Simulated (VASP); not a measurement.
Here is the system:

```xyz
2
Lattice="2.9900 0.0000 0.0000 0.0000 2.9900 0.0000 0.0000 0.0000 2.9900" Properties=species:S:1:pos:R:3 pbc="T T T"
Al     1.4950     1.4950     1.4950
Ru     0.0000     0.0000     0.0000
```

Method: RPBE GGA, VASP's PBE PAW potentials (set 64) (plane waves; VASP). Numerical set-up: 520 eV cut-off, 11×11×11 Γ-centred mesh, first-order Methfessel-Paxton smearing of 0.10 eV, potentials Al Ru_pv.

Energy and stress use the plane-wave basis of the starting cell.

**Question.** The ions, cell shape and volume are relaxed. Give the cell that the relaxation ends in.

**Answer.** 
```xyz
2
Lattice="3.0207 0.0000 0.0000 0.0000 3.0207 0.0000 0.0000 0.0000 3.0207" Properties=species:S:1:pos:R:3 pbc="T T T"
Al     1.5104     1.5104     1.5104
Ru     0.0000     0.0000     0.0000
```
Space group Pm-3m (221), at a tolerance of 0.03 Å.

**Question.** How do energy and volume change from the first to the last step?

**Answer.** The energy (σ→0) changes by -7.9 meV/atom and the volume by +3.1 %, in 3 ionic steps.

```csv
step,E(σ→0) (eV),max force (eV/Å),pressure (GPa),volume (Å³)
1,-13.3455,0.000,6.32,26.73
2,-13.3288,0.000,-7.89,28.82
3,-13.3613,0.000,-0.05,27.56
```

The compound is RuAl in the CsCl type structure. This run relaxes it. Symmetry was kept, so distortions that lower it aren't found. The electron count is odd and the run is not spin-polarised, which forces a metal.
